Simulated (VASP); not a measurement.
Input of a VASP 6.6.1 run:

The input INCAR:

```
PREC = Accurate
ENCUT = 520
EDIFF = 1E-7
ISMEAR = 0
SIGMA = 0.1
LREAL = False
LASPH = True
NELM = 80
ALGO = Fast
ISIF = 2
LWAVE = False
LCHARG = False
GGA = PE
NBANDS = 8
```

KPOINTS

```
regular mesh
0
Gamma
  24 24 24
```

Contents of POSCAR:

```
Al                                      
1.0
    0.0000000000      1.9570397210      1.9570397210
    1.9570397210      0.0000000000      1.9570397210
    1.9570397210      1.9570397210      0.0000000000
  Al            
     1
Direct
     0.0000000000000000    0.0000000000000000    0.0000000000000000
```

Potentials or basis: VASP PAW PBE potentials, release 64 (Al).

Launch:

```bash
$ cat potpaw_PBE.64/Al/POTCAR > POTCAR
$ mpirun -np 1 vasp_std > vasp.out
```

(1) What does it give for the pressure?

(2) What does it give for the band gap on the k mesh?

Results:

(1) 9.0 GPa.

(2) none (metal or under the smearing width).
